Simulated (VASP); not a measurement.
Crystal: Pd.

```
Pd
1.0
     0.00000    1.94000    1.94000
     1.94000    0.00000    1.94000
     1.94000    1.94000    0.00000
Pd
1
Direct
  0.00000 0.00000 0.00000
```

The cell was built by a generator and needn't be a form met in nature.

* Program: VASP 6.6.1
* Task: relaxation of cell and atoms
* Functional: PBE
* Potentials or basis: VASP PAW PBE potentials, release 64 (Pd)
* Cutoff: 700 eV
* k mesh: 18 × 18 × 18
* Occupations: methfessel-paxton, width 0.1 eV
* Spin: no spin polarisation

At the start: pressure 8.8 GPa; volume 14.60 Å³/atom.

How do energy, volume and symmetry change on relaxing?

Over 4 steps the energy falls by 17.8 meV/atom and the volume is 15.28 Å³/atom (+4.7 %); space group Fm-3m (No. 225, to 0.05 Å).

Step by step:
```
step  energy change (eV)  largest force (eV/Å)  pressure (GPa)  volume (Å³)
   1              0.0000                0.0000            8.78        14.60
   2              0.0168                0.0000           -9.57        16.36
   3             -0.0178                0.0000           -0.14        15.30
   4             -0.0178                0.0000            0.02        15.28
```

Final structure:
```
CELL_PARAMETERS angstrom
0.00000 1.96969 1.96969
1.96969 0.00000 1.96969
1.96969 1.96969 0.00000
ATOMIC_POSITIONS crystal
Pd 0.00000 0.00000 0.00000
```
